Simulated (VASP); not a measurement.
A run of VASP 6.6.1 is set up as follows.

File INCAR:

```
ALGO     = Normal         # electronic algorithm
DIPOL    = 0.5 0.5 0.500
EDIFF    = 1E-6           # SCF threshold, eV
EDIFFG   = -0.005         # ionic threshold
ENCUT    = 520            # plane-wave cutoff, eV
GGA      = PS             # functional
IBRION   = 2              # ionic algorithm
IDIPOL   = 3            
ISIF     = 2              # what is computed and relaxed
ISMEAR   = 0              # smearing method
LASPH    = T              # aspherical terms in the spheres
LCHARG   = F              # write CHGCAR
LDIPOL   = T            
LREAL    = F              # projectors in reciprocal space
LWAVE    = F              # write WAVECAR
NELM     = 60             # most SCF steps
NSW      = 40             # ionic steps
PREC     = Accurate       # precision mode
SIGMA    = 0.05           # smearing width, eV
```

Contents of KPOINTS:

```
k-points
0
Gamma
  10 10 1
```

File POSCAR:

```
Ag3Au2
1.0
    2.9151757342      0.0000000000      0.0000000000
   -1.4575878671      2.5246162423      0.0000000000
    0.0000000000      0.0000000000     24.4612821566
Ag Au
3 2
Selective dynamics
Direct
    0.6666666667      0.3333333333      0.3066069862  F F F
    0.3333333334      0.6666666667      0.5000000000  T T T
    0.0000000000      0.0000000000      0.6933930138  T T T
    0.0000000000      0.0000000000      0.4033034931  F F F
    0.6666666667      0.3333333333      0.5966965069  T T T
```

Potentials or basis: VASP PAW PBE potentials, release 64 (Ag, Au).

Command:

```sh
$ cat potpaw_PBE.64/Ag/POTCAR potpaw_PBE.64/Au/POTCAR > POTCAR
$ mpirun -np 1 vasp_std > vasp.out
```

Estimate the energy gained by relaxing.

4.7 meV/atom.

Predict the band gap on the k mesh.

none (metal or under the smearing width).

Final structure:
```cif
data_structure
_symmetry_space_group_name_H-M 'P 1'
_symmetry_Int_Tables_number 1
_cell_length_a 2.9152
_cell_length_b 2.9152
_cell_length_c 24.4613
_cell_angle_alpha 90.000
_cell_angle_beta 90.000
_cell_angle_gamma 120.000
_cell_volume 180.03
loop_
_atom_site_label
_atom_site_type_symbol
_atom_site_fract_x
_atom_site_fract_y
_atom_site_fract_z
_atom_site_occupancy
Ag1 Ag 0.66667 0.33333 0.30661 1
Ag2 Ag 0.33333 0.66667 0.49716 1
Ag3 Ag 0.00000 0.00000 0.68603 1
Au1 Au 0.00000 0.00000 0.40330 1
Au2 Au 0.66667 0.33333 0.59098 1
```

 The run has no spin-orbit coupling, so splittings on Au are missing.
